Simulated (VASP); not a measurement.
Data:

```
CELL_PARAMETERS angstrom
      0.00000     2.70500     2.70500
      2.70500     0.00000     2.70500
      2.70500     2.70500     0.00000
ATOMIC_POSITIONS crystal
  Cu 0.00000 0.00000 0.00000
  Cl 0.25000 0.25000 0.25000
```

These are PBE GGA, VASP's PBE PAW potentials (set 64) (plane waves; VASP) values and carry that method's errors. Numerical set-up: 450 eV cut-off, 8×8×8 Γ-centred mesh, Gaussian smearing of 0.050 eV, potentials Cu Cl.

Question: What does the run give for the energy per atom (σ→0), band gap (on the k-mesh) with the smallest direct gap where there is one?

Answer: 
- band gap (on the k-mesh) = 0.55 eV
- smallest direct gap (on the k-mesh) = 0.55 eV
- energy per atom (σ→0) = -3.171 eV/atom

The compound is CuCl in the zinc blende structure. The cell was not relaxed at this level. The run is one of a series of settings (ENCUT = 450 against the base run), some of them coarse on purpose.
